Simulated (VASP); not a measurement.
# YbSi2Se2 (P1) in VASP: single point with PBE+U

Aim: the single point of YbSi2Se2 with PBE+U.

All numbers are computed with VASP 6.6.1; they aren't measurements. Logs are shortened: lines on timing, memory, paths and dates and some standing lists are left out, and cuts for length are marked.

**1. The crystal as given**

The typed cell holds 5 atoms: a = 4.376 Å, b = 4.449 Å, c = 6.033 Å, α = 66.02°, β = 68.96°, γ = 90.26°.

The cell was built by a generator and needn't be a form met in nature.

**2. Single point, PBE+U, collinear spin, zero start**

Input file INCAR:

```
SYSTEM = YbSi2Se2
PREC = Accurate
ENCUT = 520
EDIFF = 1E-6
ISMEAR = -1
SIGMA = 0.1
LREAL = .FALSE.
LASPH = .TRUE.
NELM = 150
ALGO = Normal
ISIF = 2
LWAVE = .FALSE.
LCHARG = .FALSE.
ISPIN = 2
MAGMOM = 0 0 0 0 0
LORBIT = 11
LMAXMIX = 6
LDAU = .TRUE.
LDAUTYPE = 1
LDAUL = 3 -1 -1
LDAUU = 3.27 0 0
LDAUJ = 0.69 0 0
LDAUPRINT = 1
GGA = PE
NBANDS = 34
```

Input file KPOINTS:

```
Automatic mesh
0
Gamma
  5 5 4
  0 0.5 0.5
```

Input file POSCAR:

```
YbSi2Se2
1.0
   -0.0098450000      4.3755240000      0.0048740000
    4.4477160000     -0.0098450000     -0.1029900000
    2.3392630000      2.1771450000     -5.1172770000
Yb Se Si
1 2 2
Direct
    0.0189600000      0.9478190000      0.0062240000
    0.7287250000      0.1947070000      0.5315080000
    0.1972790000      0.7448210000      0.4538970000
    0.3665470000      0.3843620000      0.3159920000
    0.5988950000      0.6459650000      0.7422410000
```

Potentials or basis: VASP PAW PBE potentials, release 64 (Yb, Se, Si).

Run with:

```bash
> cat potpaw_PBE.64/Yb/POTCAR potpaw_PBE.64/Se/POTCAR potpaw_PBE.64/Si/POTCAR > POTCAR
> mpirun -np 1 vasp_std > vasp.out
```

OUTCAR:

```text
SYSTEM = YbSi2Se2
   PREC = Accurate
   ENCUT = 520
   EDIFF = 1E-6
   ISMEAR = -1
   LREAL = .FALSE.
   LASPH = .TRUE.
   NELM = 150
   ISIF = 2
   ISPIN = 2
   LORBIT = 11
   GGA = PE

 ion  position               nearest neighbor table
   1  0.019  0.948  0.006-   3 2.87   5 3.11   2 3.17   4 3.20   4 3.22   5 3.40   5 3.41
   2  0.729  0.195  0.532-   5 2.20   4 2.35   4 2.58   5 2.75   1 3.17
   3  0.197  0.745  0.454-   4 2.11   5 2.48   4 2.64   5 2.81   1 2.87
   4  0.367  0.384  0.316-   3 2.11   2 2.35   2 2.58   3 2.64   5 2.93   1 3.20   1 3.22
   5  0.599  0.646  0.742-   2 2.20   3 2.48   2 2.75   3 2.81   4 2.93   1 3.11   1 3.40   1 3.41

  LATTYP: Found a triclinic cell.
 ALAT       =     8.5258850555
 B/A-ratio  =     0.5132062844
 C/A-ratio  =     1.1892373275
 COS(alpha) =     0.0022902588
 COS(beta)  =     0.5841520316
 COS(gamma) =     0.7700002883

  Lattice vectors:

 A1 = (   2.0887630000,   6.5640580000,   5.0240350000)
 A2 = (  -0.0098450000,   4.3755240000,   0.0048740000)
 A3 = (  -0.2406550000,   0.0113890000,  10.1364380000)

Analysis of symmetry for initial positions (statically):
=====================================================================
 Subroutine PRICEL returns:
 Original cell was already a primitive cell.

 Routine SETGRP: Setting up the symmetry group for a
 triclinic supercell.

 Subroutine GETGRP returns: Found  1 space group operations
 (whereof  1 operations were pure point group operations)
 out of a pool of  2 trial point group operations.

The static configuration has the point symmetry C_1 .

Analysis of symmetry for dynamics (positions and initial velocities):
=====================================================================
[... 208 lines left out ...]
  o =  0.9838  v =  0.0000  0.0000  0.0000  0.0000  0.0000  0.0000  0.0000  0.8809 -0.1508  0.2481 -0.0322  0.1040  0.3239 -0.1516      0.0000  0.0000  0.0000  0.0000  0.0000  0.0000  0.0000  0.0000  0.0000  0.0000  0.0000  0.0000  0.0000  0.0000
  o =  0.9839  v =  0.8805 -0.1214  0.2711 -0.0427 -0.0113  0.3188 -0.1811  0.0000  0.0000  0.0000  0.0000  0.0000  0.0000  0.0000      0.0000  0.0000  0.0000  0.0000  0.0000  0.0000  0.0000  0.0000  0.0000  0.0000  0.0000  0.0000  0.0000  0.0000
  o =  0.9840  v = -0.0253 -0.0739 -0.0160 -0.0928  0.9336  0.2205  0.2546  0.0000  0.0000  0.0000  0.0000  0.0000  0.0000  0.0000      0.0000  0.0000  0.0000  0.0000  0.0000  0.0000  0.0000  0.0000  0.0000  0.0000  0.0000  0.0000  0.0000  0.0000
  o =  0.9843  v =  0.0000  0.0000  0.0000  0.0000  0.0000  0.0000  0.0000  0.0739  0.1254  0.1330  0.0413 -0.9306 -0.0797 -0.2951      0.0000  0.0000  0.0000  0.0000  0.0000  0.0000  0.0000  0.0000  0.0000  0.0000  0.0000  0.0000  0.0000  0.0000
  o =  0.9860  v =  0.2599 -0.2578  0.0205  0.3892  0.2342 -0.8094 -0.0638  0.0000  0.0000  0.0000  0.0000  0.0000  0.0000  0.0000      0.0000  0.0000  0.0000  0.0000  0.0000  0.0000  0.0000  0.0000  0.0000  0.0000  0.0000  0.0000  0.0000  0.0000
  o =  0.9862  v =  0.0000  0.0000  0.0000  0.0000  0.0000  0.0000  0.0000 -0.2316  0.2179 -0.0664 -0.4065 -0.1253  0.8366  0.1170      0.0000  0.0000  0.0000  0.0000  0.0000  0.0000  0.0000  0.0000  0.0000  0.0000  0.0000  0.0000  0.0000  0.0000

 number of electron      44.0000003 magnetization      -0.0015845

 Free energy of the ion-electron system (eV)
  ---------------------------------------------------
  ext. energy  EPLUGINS =         0.00000000
  ---------------------------------------------------
  free energy    TOTEN  =       -19.76876792 eV

  energy without entropy =      -19.68178707  energy(sigma->0) =      -19.72527750

 E-fermi :   6.5162     XC(G=0): -10.5251

 val. band max:        6.5004084518   @ k =  -0.0000  -0.1000   0.1250
 cond. band min:       6.5324315575   @ k =   0.2000  -0.1000   0.3750
 fundamental gap:      0.0320231057
 Fermi energy:         6.5162393285

 spin component 1

 k-point     1 :       0.0000    0.1000    0.1250
  band No.  band energies     occupation
      1     -44.8089      1.00000
      2     -17.3375      1.00000
      3     -17.2891      1.00000
      4     -17.2603      1.00000
      5     -10.4027      1.00000
      6      -7.1810      1.00000
[... 1769 lines left out ...]
     33      13.0842      0.00000
     34      13.7049      0.00000

 [... further k-points ...]
[... 5 lines left out ...]
  --------------------------------------------------------------------------------------
  -------------------------------------------------------------------------------------
  Total       17.3977876     10.5559429      3.1990222     -1.0470920      0.2202009     -1.2338503
  in kB      282.7636589    171.5641730     51.9932323    -17.0182307      3.5788931    -20.0535859
  external PRESSURE =     168.7736880 kB  Pullay stress =       0.0000000 kB

 VOLUME and BASIS-vectors are now :
 -----------------------------------------------------------------------------
  energy-cutoff  :      520.00
  volume of cell :       98.58
      direct lattice vectors                 reciprocal lattice vectors
    -0.009845000  4.375524000  0.004874000     0.002785643  0.228440642  0.098463451
     4.447716000 -0.009845000 -0.102990000     0.227244695  0.000395402  0.104048687
     2.339263000  2.177145000 -5.117277000    -0.004570859  0.000209623 -0.197416724

 POSITION                                       TOTAL-FORCE (eV/Angst)
 -----------------------------------------------------------------------------------
      4.23000      0.08718     -0.12937         0.309498     -0.341300      0.362918
      2.10216      4.34381     -2.73637         1.340227     -0.465590     -0.172155
      4.37259      1.84407     -2.39846         2.607142      0.914442     -0.546948
      2.44511      2.28801     -1.65482        -2.552913      0.257857      2.391455
      4.60347      4.23009     -3.86186        -1.703953     -0.365408     -2.035270
 -----------------------------------------------------------------------------------
    total drift:                                0.000440     -0.000276      0.000059

  FREE ENERGIE OF THE ION-ELECTRON SYSTEM (eV)
  ---------------------------------------------------
  free  energy   TOTEN  =       -19.7687679228 eV

  energy  without entropy=      -19.6817870674  energy(sigma->0) =      -19.72527750

 total charge

# of ion       s       p       d       f       tot
--------------------------------------------------
    1        2.135   6.003   0.293  13.735  22.166
    2        1.486   2.381   0.121   0.000   3.988
    3        1.485   2.408   0.121   0.000   4.014
    4        0.848   0.799   0.000   0.000   1.647
    5        0.871   0.740   0.000   0.000   1.610
--------------------------------------------------
tot          6.824  12.331   0.536  13.735  33.426

 magnetization (x)

# of ion       s       p       d       f       tot
--------------------------------------------------
    1       -0.000   0.000  -0.000  -0.000  -0.000
    2        0.000   0.000   0.000   0.000   0.000
    3        0.000  -0.000   0.000   0.000   0.000
    4        0.000   0.000   0.000   0.000   0.000
    5        0.000   0.000   0.000   0.000   0.000
--------------------------------------------------
tot         -0.000   0.000  -0.000  -0.000  -0.000
```

OSZICAR:

```text
N       E                     dE             d eps       ncg     rms          rms(c)
DAV:   1     0.284794104797E+03    0.28479E+03   -0.15435E+04 10206   0.706E+03
DAV:   2     0.247483943287E+02   -0.26005E+03   -0.24308E+03 10316   0.882E+02
[... 13 lines left out ...]
DAV: 132    -0.197687468924E+02    0.16469E-05   -0.38796E-05 13480   0.344E-01    0.118E-01
DAV: 133    -0.197687554753E+02   -0.85828E-05   -0.15998E-05 11904   0.377E-01    0.111E-01
DAV: 134    -0.197687691912E+02   -0.13716E-04   -0.28383E-05 10652   0.610E-01    0.105E-01
DAV: 135    -0.197687669439E+02    0.22474E-05   -0.13203E-05 11234   0.323E-01    0.749E-02
DAV: 136    -0.197687674705E+02   -0.52667E-06   -0.13190E-05 10066   0.314E-01    0.464E-02
DAV: 137    -0.197687679228E+02   -0.45232E-06   -0.71951E-07  4090   0.543E-02
   1 F= -.19768768E+02 E0= -.19725277E+02  d E =-.869809E-01  mag=    -0.0009
```

stdout:

```text
POSCAR found type information on POSCAR YbSeSi
 POSCAR found :  3 types and       5 ions
 scaLAPACK will be used
 LDA part: xc-table for (Slater+PW92), standard interpolation
 POSCAR, INCAR and KPOINTS ok, starting setup
 FFT: planning ... GRIDC
 FFT: planning ... GRID_SOFT
 FFT: planning ... GRID
 WAVECAR not read
 entering main loop
```

Wall time 49 min (1 thread of AMD EPYC 9R45 (Zen 5), shared host); peak memory 0.45 GiB.

Results:

```yaml
Free_energy: -19.7688 eV
Pressure: 16.9 GPa
Largest_force: 3.508 eV/Å
Band_gap_on_the_k_mesh: none (metal or under the smearing width)
Net_moment: 0.00 μB per cell
Valence_electrons_inside_the_program's_atomic_spheres: Yb 22.17; Se 3.99, 4.01; Si 1.65, 1.61
```

Forces in eV/Å, atoms in the order of the input:
```
Yb   0.309 -0.341  0.363
Se   1.340 -0.466 -0.172
Se   2.607  0.914 -0.547
Si  -2.553  0.258  2.391
Si  -1.704 -0.365 -2.035
```

Stress tensor (GPa, compression positive):
```
28.28 -1.70 -2.01
-1.70 17.16  0.36
-2.01  0.36  5.20
```

Levels at points of the mesh, in eV from the Fermi level:
Spin up:
```
           k point  band 20  band 21  band 22  band 23  band 24  band 25
(0.00, 0.10, 0.12)    -0.79    -0.78    -0.54     0.02     1.07     2.12
```
Spin down:
| k point | band 20 | band 21 | band 22 | band 23 | band 24 | band 25 |
| --- | --- | --- | --- | --- | --- | --- |
| (0.00, 0.10, 0.12) | -0.79 | -0.78 | -0.54 | 0.02 | 1.07 | 2.12 |

Eigenvalues of the final occupation matrices:
| site | spin | trace | eigenvalues |
| --- | --- | --- | --- |
| site 1 f | 1 | 6.87 | 0.98 0.98 0.98 0.98 0.98 0.98 0.99 |
| site 1 f | 2 | 6.87 | 0.98 0.98 0.98 0.98 0.98 0.98 0.99 |

Caveat: spin-orbit coupling is left out, which moves the levels of the heavy elements; forces of over 1 eV/Å show positions far from the minimum, so gaps and moduli don't describe the material at rest.
